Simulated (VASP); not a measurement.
A VASP calculation is set up with these files.

**KPOINTS**
```
K-points
0
Gamma
 13 13 13
0 0 0
```

INCAR:
```
SYSTEM = Cr
PREC = Accurate; ENCUT = 520; LREAL = .False.
LASPH = .True.
EDIFF = 1E-7; NELM = 100; ALGO = Normal
LMAXMIX = 4
ISMEAR = 1; SIGMA = 0.1
GGA = PE; IVDW = 11
MAGMOM = 0.9 -0.9
ISPIN = 2
ISIF = 2
LWAVE = .False.; LCHARG = .False.; LORBIT = 10
```

### POSCAR
```
Cr
5.6599260
  0.5000000080   0.0000000000   0.0000000000
  0.0000000000   0.5000000080   0.0000000000
  0.0000000000   0.0000000000   0.5000000080
Cr
2
Cart
  0.0000000000   0.0000000000   0.0000000000
  0.2500000040   0.2500000040   0.2500000040
```

POTCAR, in this order: Cr_pv (PBE.64 set). Program: vasp_std.

Q: Write an equivalent input for Quantum ESPRESSO's pw.x.

A: One equivalent input (not run):
```
&CONTROL
  calculation = 'scf'
  pseudo_dir = './pseudo'
  outdir = './out'
  tprnfor = .true.
  tstress = .true.
/
&SYSTEM
  ibrav = 0
  nat = 2
  ntyp = 2
  ecutwfc = 94
  occupations = 'smearing'
  smearing = 'methfessel-paxton'
  degauss = 0.00735
  input_dft = 'pbe'
  vdw_corr = 'grimme-d3'
  dftd3_version = 3
  dftd3_threebody = .false.
  nspin = 2
  starting_magnetization(1) = 0.09
  starting_magnetization(2) = -0.09
/
&ELECTRONS
  conv_thr = 7.3e-09
  electron_maxstep = 100
/
ATOMIC_SPECIES
  Cr1 51.996 Cr.upf
  Cr2 51.996 Cr.upf
CELL_PARAMETERS angstrom
     2.8299630    0.0000000    0.0000000
     0.0000000    2.8299630    0.0000000
     0.0000000    0.0000000    2.8299630
ATOMIC_POSITIONS crystal
  Cr1  0.0000000  0.0000000  0.0000000
  Cr2  0.5000000  0.5000000  0.5000000
K_POINTS automatic
  13 13 13 0 0 0
```
Limits of the translation: the potentials are each code's own (VASP's PAW set, PseudoDojo norm-conserving files in pw.x), so ENCUT and ecutwfc are chosen apart and not converted; conv_thr bounds pw.x's estimated SCF error, while EDIFF bounds the energy change between steps; starting_magnetization is a fraction of the valence charge and MAGMOM a moment in μB, so they match only roughly.

The compound is Cr in the bcc, AFM order structure. It was relaxed first, which changed the volume by -5 %.
